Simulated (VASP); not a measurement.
Input of a VASP 6.6.1 run:

Contents of INCAR:

```
PREC     = Accurate       # precision mode
ENCUT    = 520            # plane-wave cutoff, eV
EDIFF    = 1E-7           # SCF threshold, eV
ISMEAR   = -1             # smearing method
SIGMA    = 0.05           # smearing width, eV
LREAL    = False          # projectors in reciprocal space
LASPH    = True           # aspherical terms in the spheres
NELM     = 100            # most SCF steps
ALGO     = Normal         # electronic algorithm
ISIF     = 2              # what is computed and relaxed
LWAVE    = False          # write WAVECAR
LCHARG   = False          # write CHGCAR
GGA      = PE             # functional
NBANDS   = 16             # bands
```

File KPOINTS:

```
Automatic mesh
0
Gamma
  7 7 7
```

Contents of POSCAR:

```
RbPd
1.0
    0.0000000000      3.2364828700      3.2364828700
    3.2364828700      0.0000000000      3.2364828700
    3.2364828700      3.2364828700      0.0000000000
Rb Pd
1 1
Direct
    0.0000000000      0.0000000000      0.0000000000
    0.7500000000      0.7500000000      0.7500000000
```

Potentials or basis: VASP PAW PBE potentials, release 64 (Rb_sv, Pd).

Command:

```bash
$ cat potpaw_PBE.64/Rb_sv/POTCAR potpaw_PBE.64/Pd/POTCAR > POTCAR
$ mpirun -np 1 vasp_std > vasp.out
```

**Question.** Estimate the band gap on the k mesh.

**Answer.** None (metal or under the smearing width).

**Question.** Predict the pressure.

**Answer.** 5.1 GPa.
